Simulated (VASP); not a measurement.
The system is MgBe.

```
CELL_PARAMETERS angstrom
2.39955 0.00000 0.00000
-1.19977 2.07807 0.00000
0.00000 0.00000 4.90091
ATOMIC_POSITIONS crystal
Mg 0.00000 0.00000 0.04335
Be 0.00000 0.00000 0.59051
```

The cell was built by a generator and needn't be a form met in nature.

- Program: VASP 6.6.1
- Task: relaxation of cell and atoms
- Functional: r2SCAN
- Dispersion: D4
- Potentials or basis: VASP PAW PBE potentials, release 64 (Mg, Be)
- Cutoff: 600 eV
- k mesh: 13 × 13 × 6
- Occupations: methfessel-paxton, width 0.1 eV
- Spin: no spin polarisation

At the start: pressure 32.9 GPa; volume 12.22 Å³/atom.

**Question.** Where does the relaxation end?

**Answer.** Over 16 steps the energy falls by 509.5 meV/atom and the volume is 16.98 Å³/atom (+38.9 %); space group P6/mmm (No. 191, to 0.05 Å).

The path:
```
step  energy change (eV)  largest force (eV/Å)  pressure (GPa)  volume (Å³)
   1              0.0000                1.8002           32.94        24.44
   2             -1.0080                0.2464           -0.69        34.41
   3             -1.0081                0.2577           -0.52        34.27
   4             -1.0078                0.2762           -0.22        34.05
   5             -1.0139                0.1757            0.00        33.85
   6             -1.0174                0.0194            0.45        33.54
   7             -1.0180                0.0024            0.07        33.82
   8             -1.0180                0.0069           -0.14        33.99
   9             -1.0186                0.0144           -0.21        34.09
  10             -1.0147                0.0328           -0.38        34.40
  11             -1.0187                0.0176           -0.24        34.13
  12             -1.0187                0.0187           -0.25        34.15
  13             -1.0188                0.0091            0.05        33.95
  14             -1.0189                0.0121           -0.05        34.01
  15             -1.0189                0.0037            0.04        33.94
  16             -1.0189                0.0053            0.02        33.95
```

Final structure:
```
CELL_PARAMETERS angstrom
2.70660 0.00000 0.00000
-1.35330 2.34398 0.00000
0.00000 0.00000 5.35158
ATOMIC_POSITIONS crystal
Mg 0.00000 0.00000 0.06706
Be 0.00000 0.00000 0.56680
```

Caveat: the volume moved by over 15 % at a fixed basis, so the end points are rough; the PAW data sets were made with another functional, which shifts forces and pressure a little; pairwise dispersion overbinds metals, which lowers pressure and volume.
